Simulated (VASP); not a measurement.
Input:

```yaml
crystal:
  lattice:
    - [2.75542, 0.00000, 0.00000]
    - [-1.37771, 2.38627, 0.00000]
    - [0.00000, 0.00000, 4.34160]
  atoms:
    - { symbol: Os, position: [0.66667, 0.33333, 0.75000] }
    - { symbol: Os, position: [0.33333, 0.66667, 0.25000] }
```

Computed with PBE GGA, VASP's PBE PAW potentials (set 64) (plane waves; VASP). Numerical set-up: 480 eV cut-off, 14×14×8 Γ-centred mesh, first-order Methfessel-Paxton smearing of 0.10 eV, potentials Os.

Unless said otherwise, spin-orbit coupling is left out, though it shifts the bands of the heavy elements here.

Predict the energy per atom (σ→0), band gap (on the k-mesh) with the smallest direct gap where there is one.

```yaml
band gap (on the k-mesh): none (metal, semimetal or under 0.01 eV)
energy per atom (σ→0): -1085.0 kJ/mol of atoms
```

Total energies compare only between runs with the same potentials, cut-off and functional.

The compound is Os in the hcp structure. It was relaxed first. The start is the result of an earlier pass.
